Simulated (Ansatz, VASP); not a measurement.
# GeB3Br3: VASP beside Ansatz

INCAR

```
PREC     = Accurate       # precision mode
ENCUT    = 520            # plane-wave cutoff, eV
EDIFF    = 1E-6           # SCF threshold, eV
ISMEAR   = 0              # smearing method
SIGMA    = 0.0332         # smearing width, eV
LREAL    = F              # projectors in reciprocal space
LASPH    = T              # aspherical terms in the spheres
NELM     = 80             # most SCF steps
ALGO     = Normal         # electronic algorithm
ISIF     = 2              # what is computed and relaxed
LWAVE    = F              # write WAVECAR
LCHARG   = F              # write CHGCAR
GGA      = PE             # functional
NBANDS   = 31             # bands
```

KPOINTS

```
regular mesh
0
Gamma
  4 4 4
```

The input POSCAR:

```
GeB3Br3
1.0
    5.1943300000      0.0000000000      0.0000000000
    0.0000000000      5.1943300000      0.0000000000
    0.0000000000      0.0000000000      5.1943300000
B Ge Br
3 1 3
Direct
    0.5000000000      0.5000000000      0.0000000000
    0.0000000000      0.5000000000      0.5000000000
    0.5000000000      0.0000000000      0.5000000000
    0.5000000000      0.5000000000      0.5000000000
    0.5000000000      0.0000000000      0.0000000000
    0.0000000000      0.5000000000      0.0000000000
    0.0000000000      0.0000000000      0.5000000000
```

Input for Ansatz:

```yaml
crystal:
  lattice:
    - [5.19433, 0.0, 0.0]
    - [0.0, 5.19433, 0.0]
    - [0.0, 0.0, 5.19433]
  atoms:
    - { symbol: B, position: [0.5, 0.5, 0.0] }
    - { symbol: B, position: [0.0, 0.5, 0.5] }
    - { symbol: B, position: [0.5, 0.0, 0.5] }
    - { symbol: Ge, position: [0.5, 0.5, 0.5] }
    - { symbol: Br, position: [0.5, 0.0, 0.0] }
    - { symbol: Br, position: [0.0, 0.5, 0.0] }
    - { symbol: Br, position: [0.0, 0.0, 0.5] }
  symmetry: { tolerance: 0.0003 }
kpoints:
  mp_grid: { grid: [4, 4, 4], shift: [0, 0, 0] }
magnetization:
  spin_polarized: false
scf:
  occupations: { method: gaussian, width: 0.0332 }
hamiltonian:
  pseudopotentials: { kind: paw }
  xc: pbe
basis:
  ecutwfc: 420
output:
  forces: true
  stress: true
  eigenvalues: true
```

The cell was built by a generator and needn't be a form met in nature.

Alike in both runs: task single point; functional PBE; k mesh 4 × 4 × 4; occupations gaussian, width 0.0332 eV; no spin polarisation.

```csv
,VASP,Ansatz
version,VASP 6.6.1,Ansatz 0.2.0
potentials or method,"VASP PAW PBE potentials, release 64 (B, Ge_d, Br)",PAW plane waves
plane-wave cutoff (eV),520,420
valence electrons in the cell,44,44
```

```csv
,VASP,Ansatz,Ansatz less VASP
gap on the k mesh at the Fermi level (eV),none,none,-
pressure (GPa),-7.9,-7.9,-0.01
```

A gap of «none» marks a metal or a gap that the smearing closes.
